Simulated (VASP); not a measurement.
Output of a VASP run:

**OUTCAR**
```
 ion  position               nearest neighbor table
   1  0.000  0.000  0.000-   2 2.65   2 2.65   2 2.65   2 2.65   2 2.65   2 2.65
   2  0.500  0.500  0.500-   1 2.65   1 2.65   1 2.65   1 2.65   1 2.65   1 2.65
  LATTYP: Found a face centered cubic cell.
 ALAT       =     5.2977216754
 Subroutine PRICEL returns:
 Original cell was already a primitive cell.
 Subroutine GETGRP returns: Found 48 space group operations
The static configuration has the point symmetry O_h .
The dynamic configuration has the point symmetry O_h .
 Subroutine INISYM returns: Found 48 space group operations
 Subroutine IBZKPT returns following result:
 Found     47 irreducible k-points:

 Following reciprocal coordinates:
            Coordinates               Weight
  0.000000  0.000000  0.000000      1.000000
  0.100000  0.000000  0.000000      8.000000
  0.200000  0.000000  0.000000      8.000000
  0.300000  0.000000  0.000000      8.000000
  0.400000  0.000000  0.000000      8.000000
  0.500000  0.000000  0.000000      4.000000
  0.100000  0.100000  0.000000      6.000000
  0.200000  0.100000  0.000000     24.000000
  0.300000  0.100000  0.000000     24.000000
  0.400000  0.100000  0.000000     24.000000
  0.500000  0.100000  0.000000     24.000000
 -0.400000  0.100000  0.000000     24.000000
 -0.300000  0.100000  0.000000     24.000000
 -0.200000  0.100000  0.000000     24.000000
 -0.100000  0.100000  0.000000     12.000000
  0.200000  0.200000  0.000000      6.000000
  0.300000  0.200000  0.000000     24.000000
  0.400000  0.200000  0.000000     24.000000
  0.500000  0.200000  0.000000     24.000000
 -0.400000  0.200000  0.000000     24.000000
 -0.300000  0.200000  0.000000     24.000000
 -0.200000  0.200000  0.000000     12.000000
  0.300000  0.300000  0.000000      6.000000
  0.400000  0.300000  0.000000     24.000000
  0.500000  0.300000  0.000000     24.000000
 -0.400000  0.300000  0.000000     24.000000
 -0.300000  0.300000  0.000000     12.000000
  0.400000  0.400000  0.000000      6.000000
  0.500000  0.400000  0.000000     24.000000
 -0.400000  0.400000  0.000000     12.000000
  0.500000  0.500000  0.000000      3.000000
  0.300000  0.200000  0.100000     24.000000
  0.400000  0.200000  0.100000     48.000000
  0.500000  0.200000  0.100000     48.000000
 -0.400000  0.200000  0.100000     24.000000
  0.400000  0.300000  0.100000     24.000000
  0.500000  0.300000  0.100000     48.000000
 -0.400000  0.300000  0.100000     48.000000
 -0.300000  0.300000  0.100000     48.000000
 -0.200000  0.300000  0.100000     24.000000
   k-points           NKPTS =     47   k-points in BZ     NKDIM =     47   number of bands    NBANDS=     12
   number of dos      NEDOS =    601   number of ions     NIONS =      2
   total plane-waves  NPLWV =  21952
   dimension x,y,z NGX =    28 NGY =   28 NGZ =   28
   dimension x,y,z NGXF=    56 NGYF=   56 NGZF=   56
   ions per type =               1   1
   PREC   = accura    normal or accurate (medium, high low for compatibility)
   ISTART =      0    job   : 0-new  1-cont  2-samecut
   ICHARG =      2    charge: 1-file 2-atom 10-const
   ISPIN  =      1    spin polarized calculation?
   LNONCOLLINEAR =      F non collinear calculations
   LSORBIT =      F    spin-orbit coupling
   INIWAV =      1    electr: 0-lowe 1-rand  2-diag
   ENCUT  =  520.0 eV  38.22 Ry    6.18 a.u.   6.97  6.97  6.97*2*pi/ulx,y,z
   NELM   =    100;   NELMIN=  2; NELMDL= -5     # of ELM steps
   EDIFF  = 0.1E-06   stopping-criterion for ELM
   LREAL  =      F    real-space projection
   NLSPLINE    = F    spline interpolate recip. space projectors
   LMAXMIX     =    2 max onsite mixed and CHGCAR
   VOSKOWN=      0    Vosko Wilk Nusair interpolation
   EDIFFG = 0.1E-05   stopping-criterion for IOM
   NSW    =      0    number of steps for IOM
   NBLOCK =      1;   KBLOCK =      1    inner block; outer block
   IBRION =     -1    ionic relax: 0-MD 1-quasi-New 2-CG
...
```

OSZICAR:
```
       N       E                     dE             d eps       ncg     rms          rms(c)
DAV:   1     0.102189775745E+03    0.10219E+03   -0.86526E+03  1128   0.132E+03
DAV:   2    -0.184945031922E+02   -0.12068E+03   -0.11287E+03  1452   0.349E+02
DAV:   3    -0.232886848194E+02   -0.47942E+01   -0.47730E+01  1452   0.634E+01
DAV:   4    -0.234435230850E+02   -0.15484E+00   -0.15468E+00  1692   0.105E+01
DAV:   5    -0.234465776062E+02   -0.30545E-02   -0.30544E-02  1480   0.133E+00    0.586E+00
DAV:   6    -0.182304647547E+02    0.52161E+01   -0.26927E+00  1568   0.200E+01    0.257E+00
DAV:   7    -0.177854541793E+02    0.44501E+00   -0.10542E+00  1404   0.135E+01    0.193E+00
DAV:   8    -0.184367231145E+02   -0.65127E+00   -0.45198E-01  1312   0.998E+00    0.104E+00
DAV:   9    -0.173446605230E+02    0.10921E+01   -0.32514E-01  1144   0.673E+00    0.946E-01
DAV:  10    -0.176546232935E+02   -0.30996E+00   -0.25737E-01  1148   0.532E+00    0.174E-01
DAV:  11    -0.179227203739E+02   -0.26810E+00   -0.53932E-02  1128   0.312E+00    0.405E-01
DAV:  12    -0.177335736519E+02    0.18915E+00   -0.31726E-02  1136   0.263E+00    0.207E-01
DAV:  13    -0.176827776295E+02    0.50796E-01   -0.11227E-02  1168   0.164E+00    0.241E-01
DAV:  14    -0.176888979381E+02   -0.61203E-02   -0.17775E-03  1732   0.518E-01    0.159E-01
DAV:  15    -0.176897623025E+02   -0.86436E-03   -0.60038E-05  1276   0.120E-01    0.157E-01
DAV:  16    -0.176898620394E+02   -0.99737E-04   -0.15272E-04  1224   0.152E-01    0.127E-01
DAV:  17    -0.176931621469E+02   -0.33001E-02   -0.28213E-03  1128   0.730E-01    0.256E-02
DAV:  18    -0.176931976899E+02   -0.35543E-04   -0.68879E-05  1604   0.971E-02    0.147E-02
DAV:  19    -0.176932215269E+02   -0.23837E-04   -0.37479E-05  1192   0.720E-02    0.146E-02
DAV:  20    -0.176932302996E+02   -0.87727E-05   -0.21706E-05  1204   0.527E-02    0.312E-03
DAV:  21    -0.176932283458E+02    0.19537E-05   -0.18183E-06  1300   0.177E-02    0.195E-03
DAV:  22    -0.176932296034E+02   -0.12575E-05   -0.76127E-07  1204   0.134E-02    0.114E-03
DAV:  23    -0.176932288521E+02    0.75130E-06   -0.46485E-07  1208   0.836E-03    0.610E-04
DAV:  24    -0.176932291116E+02   -0.25951E-06   -0.20075E-07  1140   0.706E-03    0.223E-04
DAV:  25    -0.176932294935E+02   -0.38190E-06   -0.43767E-08   940   0.336E-03    0.192E-04
DAV:  26    -0.176932294046E+02    0.88946E-07   -0.66009E-09   676   0.102E-03
   1 F= -.17693229E+02 E0= -.17693229E+02  d E =0.000000E+00
       N       E                     dE             ncg
       N       E                     dE             ncg
```

### OUTCAR
```
------------------------ aborting loop because EDIFF is reached ----------------------------------------
  FORCE on cell =-STRESS in cart. coord.  units (eV):
  Direction    XX          YY          ZZ          XY          YZ          ZX
  --------------------------------------------------------------------------------------
  Total       -0.0124264     -0.0124264     -0.0124264      0.0000000      0.0000000     -0.0000000
  in kB       -0.5356084     -0.5356084     -0.5356084      0.0000000      0.0000000     -0.0000000
  external PRESSURE =      -0.5356084 kB  Pullay stress =       0.0000000 kB
  volume of cell :       37.17
      direct lattice vectors                 reciprocal lattice vectors
     0.000000000  2.648860838  2.648860838    -0.188760388  0.188760388  0.188760388
     2.648860838  0.000000000  2.648860838     0.188760388 -0.188760388  0.188760388
     2.648860838  2.648860838  0.000000000     0.188760388  0.188760388 -0.188760388
  FREE ENERGIE OF THE ION-ELECTRON SYSTEM (eV)
  ---------------------------------------------------
  free  energy   TOTEN  =       -17.6932294046 eV

  energy  without entropy=      -17.6932294046  energy(sigma->0) =      -17.69322940

 total charge

# of ion       s       p       d       tot
------------------------------------------
    1        1.961   5.669   0.031   7.661
    2        1.737   4.383   0.000   6.120
--------------------------------------------------
tot          3.698  10.052   0.031  13.781
```
(Selected blocks of OUTCAR.)

### POSCAR
```
KF
1
    0.0000000000     2.6488608377     2.6488608377
    2.6488608377     0.0000000000     2.6488608377
    2.6488608377     2.6488608377     0.0000000000
K F
1 1
Direct
  0.0000000000   0.0000000000   0.0000000000
  0.5000000000   0.5000000000   0.5000000000
```

### Question
Write an INCAR and KPOINTS that could have produced this output.

### Answer
Several could match; the one computed here: the input of the run itself, SCAN meta-GGA, plane waves, VASP's PBE PAW potentials (set 64).

KPOINTS_OPT:
```
k-points along high-symmetry lines
10
Line-mode
Reciprocal
  0.000000   0.000000   0.000000 ! GAMMA
  0.500000   0.000000   0.500000 ! X

  0.500000   0.000000   0.500000 ! X
  0.625000   0.250000   0.625000 ! U

  0.375000   0.375000   0.750000 ! K
  0.000000   0.000000   0.000000 ! GAMMA

  0.000000   0.000000   0.000000 ! GAMMA
  0.500000   0.500000   0.500000 ! L

  0.500000   0.500000   0.500000 ! L
  0.500000   0.250000   0.750000 ! W

  0.500000   0.250000   0.750000 ! W
  0.500000   0.000000   0.500000 ! X
```

**INCAR**
```
! general
SYSTEM  = KF
PREC    = Accurate
ENCUT   = 520
LREAL   = .FALSE.
LASPH   = .TRUE.

! electronic loop
EDIFF   = 1E-7
NELM    = 100
ALGO    = Normal
LMIXTAU = .TRUE.

! smearing
ISMEAR  = -5

! functional
METAGGA = SCAN

! ions
ISIF    = 2

! output
LWAVE   = .FALSE.
LCHARG  = .FALSE.
LORBIT  = 11
NEDOS   = 601
```

**KPOINTS**
```
kpoints
0
G
  10 10 10
```

POTCAR, in this order: K_sv F (PBE.64 set). Program: vasp_std.

The compound is KF in the rock salt structure. It was relaxed first.
